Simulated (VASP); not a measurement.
Input for VASP

**KPOINTS**
```
Automatic mesh
0
Gamma
8 8 8
0 0 0
```

**POSCAR**
```
InP
1.0
 -0.0440816203   2.9387746877   2.9387746877
  2.8946930674   0.0000000000   2.8946930674
  2.9387746877   2.9387746877  -0.0440816203
In P
1 1
Cart
  0.0000000000   0.0000000000   0.0000000000
  1.4473465337   1.4693873439   1.4473465337
```

INCAR:
```
ALGO = Normal
EDIFF = 1E-7
EDIFFG = -0.01
ENCUT = 480
GGA = PS
IBRION = 2
ISIF = 2
ISMEAR = 0
LASPH = T
LCHARG = F
LMAXMIX = 4
LREAL = F
LWAVE = F
NELM = 100
NSW = 30
PREC = Accurate
SIGMA = 0.05
SYSTEM = InP
```

POTCAR, in this order: In_d P (PBE.64 set). Program: vasp_std.

**Question.** Translate this PBEsol calculation to Ansatz.

**Answer.** One equivalent input (not run):
Ansatz 0.2 input:
```yaml
crystal:
  lattice:
    - [-0.0440816, 2.9387747, 2.9387747]
    - [2.8946931, 0.0000000, 2.8946931]
    - [2.9387747, 2.9387747, -0.0440816]
  atoms:
    - { symbol: In, position: [0.0000000, 0.0000000, 0.0000000] }
    - { symbol: P, position: [0.2500000, 0.2500000, 0.2500000] }
kpoints:
  mp_grid: { grid: [8, 8, 8] }
hamiltonian:
  xc: pbesol
  pseudopotentials: { kind: paw }
scf:
  occupations: { method: gaussian, width: 0.05 }
  max_iter: 100
relax:
  max_steps: 30
  f_tol: 0.01
output: { forces: true, stress: true, eigenvalues: true }
```
What does not carry over: each code has its own PAW files, so the cut-off isn't converted (ENCUT is set for VASP's; basis.ecutwfc is left out, and Ansatz then takes the one that its files recommend); Ansatz stops its SCF on the density residual and VASP on the energy change (EDIFF).

The compound is InP in the zinc blende structure. This cell was strained or had an atom moved on purpose. Symmetry was kept, so distortions that lower it aren't found.
